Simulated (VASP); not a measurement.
Data:

```
CELL_PARAMETERS angstrom
      0.00000     2.75053     2.75053
      2.75053     0.00000     2.75053
      2.75053     2.75053     0.00000
ATOMIC_POSITIONS crystal
  Ga 0.00000 0.00000 0.00000
  P  0.25000 0.25000 0.25000
```

Calculation: PBE GGA, VASP's PBE PAW potentials (set 64) (plane waves; VASP). Run with 400 eV cut-off, Gaussian smearing of 0.050 eV, potentials Ga_d P.

**Question.** Give the energies of bands 7 to 12 at the high-symmetry points, in eV from the valence-band maximum.

**Answer.** 
```csv
band,Γ,X,U,L,W
7,0.00,-6.62,-6.42,-6.48,-6.43
8,0.00,-2.59,-3.79,-1.08,-3.44
9,0.00,-2.59,-2.17,-1.08,-3.29
10,1.60,1.71,2.21,1.59,4.70
11,3.90,1.84,4.75,4.73,4.74
12,3.90,10.39,8.15,4.73,6.03
```

The gap is indirect, 1.59 eV, from the valence maximum at Γ to the conduction minimum at L.

The structure was generated: GaP was put into the zinc blende type (F-43m), which need not be its known phase. It was relaxed first, which changed the volume by +13 %.
